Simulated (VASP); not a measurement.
F4C, in a box:

```xyz
5
Lattice="12.0000 0.0000 0.0000 0.0000 11.0000 0.0000 0.0000 0.0000 11.0000" Properties=species:S:1:pos:R:3 pbc="T T T"
F     5.0092    5.3378    6.5118
F     7.0168    4.8112    5.9425
F     5.3953    4.5265    4.5561
F     6.0559    6.5155    5.0456
C     5.8693    5.2978    5.5140
```

Base run:

- Program: VASP 6.6.1
- Functional: PBE
- Dispersion: TS
- Potentials or basis: VASP PAW PBE potentials, release 64 (F, C)
- Cutoff: 520 eV
- k mesh: 1 × 1 × 1
- Occupations: gaussian, width 0.01 eV
- Spin: no spin polarisation

Its results: gap between the frontier levels 9.85 eV; largest force 1.520 eV/Å.

Task: The run is repeated on the same cell with these changes: functional from PBE to B3LYP; further incar settings from ALGO = Fast; EDIFF = 1e-06 to ALGO = Normal; EDIFF = 1e-06. What comes out?

Result: Gap between the frontier levels 12.01 eV; largest force 0.947 eV/Å.

Caveats: the PAW data sets were made with another functional, which shifts forces and pressure a little (some runs).

